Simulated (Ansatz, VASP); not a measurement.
**H146C36O37: VASP beside Ansatz**

One calculation is typed for both programs; each brings its own data sets. How far apart do they land? The cell is taken from a series of runs on this material, whose earlier steps may have relaxed, scaled, displaced or heated it; both programs get it as it stands.

Main program and level: Ansatz 0.2.0; plane waves, with VASP 6.6.1 beside it; single point at PBE with D3(BJ).

## Step 1: The structure

The cell holds 219 atoms: 36 C, 37 O and 146 H. Its edges and angles: a = 13.928 Å, b = 13.928 Å, c = 13.928 Å, α = 90.0°, β = 90.0°, γ = 90.0°.

## Step 2: Ansatz: single point, PBE with D3(BJ)

Ansatz runs on its default PAW (the set named soft_2) files.

A single point gives forces, pressure and levels at one fixed geometry, so differences don't come from the geometry; what else differs is listed under the comparison.

Contents of input.yaml:

```yaml
crystal:
  lattice:
    - [13.92803, 0.0, 0.0]
    - [0.0, 13.92803, 0.0]
    - [0.0, 0.0, 13.92803]
  atoms:
    - { symbol: C, position: [0.87988, 0.3239, 0.91527] }
    - { symbol: C, position: [0.94519, 0.26088, 0.96461] }
    - { symbol: O, position: [0.89584, 0.16753, 0.97246] }
    - { symbol: C, position: [0.94965, 0.10542, 0.03072] }
    - { symbol: C, position: [0.03716, 0.07005, 0.98371] }
    - { symbol: H, position: [0.82521, 0.35748, 0.96448] }
    - { symbol: H, position: [0.84296, 0.28775, 0.85889] }
    - { symbol: H, position: [0.92165, 0.38386, 0.88659] }
    - { symbol: H, position: [0.00665, 0.24602, 0.91516] }
    - { symbol: H, position: [0.98029, 0.29009, 0.02996] }
    - { symbol: H, position: [0.98442, 0.14854, 0.08651] }
    - { symbol: H, position: [0.90471, 0.0486, 0.05904] }
    - { symbol: H, position: [0.09181, 0.12034, 0.99359] }
    - { symbol: H, position: [0.06716, 0.0018, 0.00917] }
    - { symbol: H, position: [0.02639, 0.0564, 0.9127] }
    - { symbol: C, position: [0.28633, 0.19219, 0.1444] }
    - { symbol: C, position: [0.24381, 0.10124, 0.18441] }
    - { symbol: O, position: [0.14804, 0.1101, 0.21712] }
    - { symbol: C, position: [0.14608, 0.17594, 0.29443] }
    - { symbol: C, position: [0.07608, 0.13235, 0.3623] }
    - { symbol: H, position: [0.34003, 0.16674, 0.09283] }
    - { symbol: H, position: [0.32672, 0.23603, 0.19194] }
    - { symbol: H, position: [0.23507, 0.23307, 0.1053] }
    - { symbol: H, position: [0.24506, 0.0447, 0.13052] }
    - { symbol: H, position: [0.29227, 0.07295, 0.24101] }
    - { symbol: H, position: [0.21289, 0.18029, 0.32826] }
    - { symbol: H, position: [0.1108, 0.24351, 0.27482] }
    - { symbol: H, position: [0.06815, 0.17553, 0.42397] }
    - { symbol: H, position: [0.01011, 0.12606, 0.32315] }
    - { symbol: H, position: [0.09787, 0.05859, 0.38071] }
[... 183 atom lines left out ...]
    - { symbol: O, position: [0.39044, 0.36974, 0.79077] }
    - { symbol: H, position: [0.37506, 0.38217, 0.85978] }
    - { symbol: H, position: [0.40893, 0.30086, 0.7824] }
    - { symbol: O, position: [0.57064, 0.48636, 0.90791] }
    - { symbol: H, position: [0.59461, 0.45923, 0.96992] }
    - { symbol: H, position: [0.51861, 0.44428, 0.8819] }
kpoints:
  mp_grid: { grid: [1, 1, 1] }
hamiltonian:
  xc: pbe
  dispersion: d3bj
scf:
  occupations: { method: fixed }
output:
  forces: true
  stress: true
  populations: true
  dos:
    method: { smearing: { sigma: 0.1 } }
    de: 0.1
    projected: { site_lists: { C: [C], H: [H], O: [O] } }
  eigenvalues: true
  write_density: true
  write_potential: true
  volumetric_format: npy
```

The run is started by

```
$ ansatz run input.yaml --threads 8 --pin off --max-ram 15872MiB --backend cpu --events-out ev --progress --plain --runs-dir out
```

Numbers of over 12 decimals in the logs are rounded to 6 here.

What it wrote:

```text
Engine: ansatz 0.2.0, x86_64-unknown-linux-gnu
Pseudopotentials: kind: paw
Pseudopotential: C, paw, valence charge 4, recommended cutoff 420 eV (normal), C.paw.azcp
Pseudopotential: O, paw, valence charge 6, recommended cutoff 420 eV (normal), O.paw.azcp
Pseudopotential: H, paw, valence charge 1, recommended cutoff 420 eV (normal), H.paw.azcp
Functional definition: PBE
  parameter kappa = 0.804
  parameter beta = 0.066725
  exchange = pbe_x(kappa = kappa, mu = beta*pi^2/3)
  correlation = pbe_c(beta = beta)
Crystal: 219 atoms, lattice volume = 2701.899 Å³
Basis set: ecut = 420 eV, 52635 PW (Γ), exchange–correlation on 192×192×192 points (8 copies of the dense FFT grid, shifted against one another)
Bands: 475, of which v1, the nominal top of the filled ones, is band 256 counted from 1 (255 counted from 0)
Symmetry: 1 space group operations
Space group: P1 (ITA 1), of the structure as read, at distance tolerance 1.4e-4 Å
k-points: 1
Non-local potential: C, projectors of the file, l = 0: 2, l = 1: 2, l = 2: 1
Non-local potential: O, projectors of the file, l = 0: 2, l = 1: 2, l = 2: 1
Non-local potential: H, projectors of the file, l = 0: 2, l = 1: 1
PAW form: soft (Blöchl's): semilocal exchange-correlation on the pseudo side does not see the compensation charge
PAW one-centre angular grid: C, 110 points (default); XC on 64 Gauss nodes
PAW one-centre angular grid: O, 110 points (default); XC on 64 Gauss nodes
PAW one-centre angular grid: H, 110 points (default); XC on 64 Gauss nodes
Initial density: superposition of atomic densities (neutral atoms: chi_scale 0, normalization atom), corrected by the library's trained network
Initial wavefunctions: pseudopotential atomic-orbital guess
Functional: x = pbe(κ = 0.804, μ = 0.219515), c = pbe(β = 0.066725)
SCF iter   1: F=—  HF=-32366.424760 eV  |F-HF|=—  |Δ(HF+E_count)|=         —  Δρ=3.89e-3  dr2=7.56e-1  ethr=1.77e-3  ⟨swp⟩=5.0  Hψ=1660  notcnv=0  defer=216
preconditioner: auto → Resta (q_TF=auto, 2.068 Å⁻¹)  ε∞=2.0  [insulator: Δε(μ)=4.076 eV  Ē_g=15.649 eV  n_scr=436 (ndim 8)  ℏωp=15.9 eV  f_vac=0.354  ε∞_Penn≈2.0]
SCF iter   2: F=—  HF=-32366.249389 eV  |F-HF|=—  |Δ(HF+E_count)|=   1.75e-1  Δρ=2.01e-3  dr2=1.66e-1  ethr=1.48e-4  ⟨swp⟩=2.0  Hψ=581  notcnv=0  defer=217
SCF iter   3: F=—  HF=-32366.231240 eV  |F-HF|=—  |Δ(HF+E_count)|=   1.81e-2  Δρ=9.19e-4  dr2=3.60e-2  ethr=3.24e-5  ⟨swp⟩=3.0  Hψ=517  notcnv=0  defer=217
SCF iter   4: F=—  HF=-32366.227067 eV  |F-HF|=—  |Δ(HF+E_count)|=   4.17e-3  Δρ=4.71e-4  dr2=6.41e-3  ethr=7.03e-6  ⟨swp⟩=2.0  Hψ=799  notcnv=0  defer=217
SCF iter   5: F=—  HF=-32366.225774 eV  |F-HF|=—  |Δ(HF+E_count)|=   1.29e-3  Δρ=1.43e-4  dr2=5.70e-4  ethr=1.25e-6  ⟨swp⟩=2.0  Hψ=515  notcnv=0  defer=217
SCF iter   6: F=—  HF=-32366.225660 eV  |F-HF|=—  |Δ(HF+E_count)|=   1.14e-4  Δρ=5.88e-5  dr2=8.52e-5  ethr=1.11e-7  ⟨swp⟩=2.0  Hψ=514  notcnv=0  defer=217
SCF iter   7: F=—  HF=-32366.228167 eV  |F-HF|=—  |Δ(HF+E_count)|=   2.51e-3  Δρ=2.43e-5  dr2=1.43e-5  ethr=1.66e-8  ⟨swp⟩=3.0  Hψ=510  notcnv=0  defer=217
SCF iter   8: F=—  HF=-32366.228165 eV  |F-HF|=—  |Δ(HF+E_count)|=   1.99e-6  Δρ=6.42e-6  dr2=1.32e-6  ethr=2.79e-9  ⟨swp⟩=3.0  Hψ=509  notcnv=0  defer=217
SCF iter   9: F=—  HF=-32366.228165 eV  |F-HF|=—  |Δ(HF+E_count)|=   8.66e-8  Δρ=2.68e-6  dr2=2.14e-7  ethr=2.57e-10  ⟨swp⟩=2.0  Hψ=511  notcnv=0  defer=217
SCF iter  10: F=-32366.228166 eV  HF=-32366.228166 eV  |F-HF|=3.43e-9  |Δ(HF+E_count)|=   5.36e-8  Δρ=1.04e-6  dr2=3.09e-8  ethr=1.95e-11  ⟨swp⟩=22.0  Hψ=4802  notcnv=0
SCF 1 converged in 10 iterations: F = -32366.228166 eV  dr2 = 3.09e-8
  greatest PAW one-centre occupation: 0.865 electrons in one spin orbital (limit 2), on the O atom at site 62 (counted from 0), in its partial waves of l = 0
[...]
--- Löwdin populations: 219 sites ---
  site symbol       q [e]
     0      C      4.4328
     1      C      4.0415
     2      O      6.3498
     3      C      4.0510
     4      C      4.5044
     5      H      0.8123
     6      H      0.8090
     7      H      0.8030
     8      H      0.8549
     9      H      0.8414
    10      H      0.8352
    11      H      0.7996
    12      H      0.8015
    13      H      0.7998
    14      H      0.8014
    15      C      4.4993
    16      C      4.0522
    17      O      6.3448
    18      C      4.0496
    19      C      4.4729
    20      H      0.8040
    21      H      0.7915
    22      H      0.7997
    23      H      0.8041
[...]
211      H      0.5925
   212      H      0.6114
   213      O      6.6610
   214      H      0.5945
   215      H      0.5816
   216      O      6.6981
   217      H      0.5945
   218      H      0.6076
  spilling = 0.013178 (of n_electrons = 512.000000)
```

In the SCF lines HF is the Harris–Foulkes energy and dr2 the Hartree energy of the density residual, in eV; the loop may stop once dr2 is under the threshold and the program's other checks hold. Hψ counts applications of the Hamiltonian.

## Step 3: VASP: single point, PBE with D3(BJ)

The same cell, functional and mesh now go to VASP, with its own data sets.

Lines of VASP's logs that name or quote its potential files are left out, and so is its time.

Contents of INCAR:

```
SYSTEM = H146C36O37
PREC = Accurate
ENCUT = 600
EDIFF = 1E-06
NELM = 120
ISMEAR = 0
SIGMA = 0.01
LREAL = Auto
ALGO = Normal
GGA = PE
IVDW = 12
NBANDS = 409
LORBIT = 11
LWAVE = .FALSE.
LCHARG = .FALSE.
ISIF = 2
LASPH = .TRUE.
GGA_COMPAT = .FALSE.
EFERMI = MIDGAP
```

Contents of POSCAR:

```
H146C36O37
1.0
   13.9280300000      0.0000000000      0.0000000000
    0.0000000000     13.9280300000      0.0000000000
    0.0000000000      0.0000000000     13.9280300000
C O H
36 37 146
Direct
    0.8798800000      0.3239000000      0.9152700000
    0.9451900000      0.2608800000      0.9646100000
    0.9496500000      0.1054200000      0.0307200000
    0.0371600000      0.0700500000      0.9837100000
    0.2863300000      0.1921900000      0.1444000000
    0.2438100000      0.1012400000      0.1844100000
    0.1460800000      0.1759400000      0.2944300000
    0.0760800000      0.1323500000      0.3623000000
    0.0119100000      0.6929600000      0.0515000000
    0.9113000000      0.6559100000      0.0656900000
    0.8632600000      0.7389200000      0.2034900000
    0.7539600000      0.7494900000      0.1836300000
    0.6507800000      0.1760900000      0.1258000000
    0.5686500000      0.1033100000      0.1298600000
    0.5094800000      0.9753000000      0.2172400000
    0.5388200000      0.8757800000      0.2357300000
    0.5629700000      0.7743700000      0.8980700000
    0.4682700000      0.7568600000      0.8490400000
    0.3113500000      0.8123800000      0.8331000000
    0.2452600000      0.8775300000      0.8806500000
    0.1752400000      0.6418200000      0.5898100000
    0.1234900000      0.6577500000      0.4917900000
    0.0973900000      0.6138800000      0.3302700000
    0.0313800000      0.5331200000      0.3271500000
    0.7877300000      0.0244000000      0.7863900000
    0.8949600000      0.0401100000      0.7656800000
    0.9835600000      0.0746100000      0.6258600000
    0.0764000000      0.0368900000      0.6681600000
    0.1269000000      0.4519800000      0.0349700000
    0.2070400000      0.5270000000      0.0118900000
[... 183 atom lines left out ...]
    0.6797300000      0.5850400000      0.1533900000
    0.7927600000      0.5560700000      0.1419600000
    0.3750600000      0.3821700000      0.8597800000
    0.4089300000      0.3008600000      0.7824000000
    0.5946100000      0.4592300000      0.9699200000
    0.5186100000      0.4442800000      0.8819000000
```

Contents of KPOINTS:

```
Automatic mesh
0
Gamma
1 1 1
0 0 0
```

Potentials, in the order of the species: C, O and H (PBE family, release 64).

The run is started by

```
$ export OMP_NUM_THREADS=4
$ mpirun -np 1 vasp_gam
```

What it wrote:

```text
[banner, memory and clock lines left out]
running    1 mpi-ranks, on    1 nodes
[...]
Offloading initialized ...    1 GPUs detected
[...]
LDA part: xc-table for (Slater+PW92), standard interpolation
 POSCAR, INCAR and KPOINTS ok, starting setup
[...]
entering main loop
       N       E                     dE             d eps       ncg     rms          rms(c)
DAV:   1     0.412132428848E+04    0.41213E+04   -0.26979E+05   834   0.125E+03
DAV:   2    -0.642276881570E+03   -0.47636E+04   -0.44985E+04  1036   0.280E+02
DAV:   3    -0.121664246171E+04   -0.57437E+03   -0.56958E+03  1036   0.100E+02
DAV:   4    -0.123062953458E+04   -0.13987E+02   -0.13934E+02  1044   0.175E+01
[...]
DAV:  19    -0.111467392130E+04    0.79966E-05   -0.71679E-06   988   0.757E-03    0.361E-03
DAV:  20    -0.111467391843E+04    0.28663E-05   -0.52055E-06   932   0.542E-03    0.312E-03
DAV:  21    -0.111467391771E+04    0.72183E-06   -0.11243E-06   772   0.284E-03
   1 F= -.11217148E+04 E0= -.11217148E+04  d E =0.000000E+00
```

From OUTCAR (step 3):

```text
  FREE ENERGIE OF THE ION-ELECTRON SYSTEM (eV)
  ---------------------------------------------------
  free  energy   TOTEN  =     -1121.7147545306 eV

  energy  without entropy=    -1121.7147545306  energy(sigma->0) =    -1121.71475453
```

The run ends at a pressure of -0.26 GPa, with forces up to 4.5 eV/Å.

## Step 4: Side by side

Known differences besides the potentials themselves: fixed occupations in Ansatz, narrow Gaussian smearing in VASP; the cutoff is 420 eV in Ansatz and 600 eV in VASP (PREC = Accurate, projectors in real space). Total energies have different zeros and are not compared.

The two programs side by side:

```
              quantity  Ansatz   VASP  difference
        pressure (GPa)   -0.24  -0.26       +0.02
gap on the k mesh (eV)   3.618  3.610      +0.008
```

Forces on 9 of the 219 atoms, those with the largest forces and the largest differences (eV/Å; atoms numbered as in POSCAR):

```
atom          Ansatz x, y, z            VASP x, y, z
 C11    -2.853, 1.910, 0.455    -2.878, 2.034, 0.553
 C18    0.393, -1.329, 2.404    0.504, -1.424, 2.349
 C23    -1.877, 0.035, 0.969    -1.920, 0.069, 0.826
 C24   -1.135, -3.287, 1.614   -1.155, -3.304, 1.607
 C25     0.226, 1.937, 2.723     0.219, 1.937, 2.724
 C31    4.186, -1.582, 0.586    4.187, -1.476, 0.580
 C34    1.799, 3.215, -1.679    1.875, 3.163, -1.635
 C35   -1.205, -2.939, 0.683   -1.250, -2.864, 0.719
 H83  -0.430, -0.341, -3.217  -0.430, -0.345, -3.224
```

The forces differ by 38 meV/Å r.m.s., which is 4.5 % of the r.m.s. force of 0.850 eV/Å (both taken over all components). A gap on the mesh is an upper bound, since the band edges may lie between its points.

## Step 5: Summary of results

```yaml
r_m_s_force_difference_single_point_pbe_with_d3_bj: 4.5 % of the r.m.s. force
```

**Reading.** The r.m.s. force difference is 4.5 % of the r.m.s. force (single point, PBE with D3(BJ)), beyond the 3 % picked in this series as the mark of a large difference. What causes the difference of the single point, PBE with D3(BJ) pair stays open here. How closely two codes agree says nothing of how well the functional describes the real material.

[Lines on the potential files, build, host, timing and source positions are cut from VASP's logs without a mark.]

[Logs are printed without paths, hosts, clocks, repeated set-up lines and the standing remarks that a program may print on its own settings, such as how far it seeks lower states.]

[Hosts, paths, dates, database ids (printed as entryN), source tags and the programs' standing remarks are cut or masked in the printed files.]
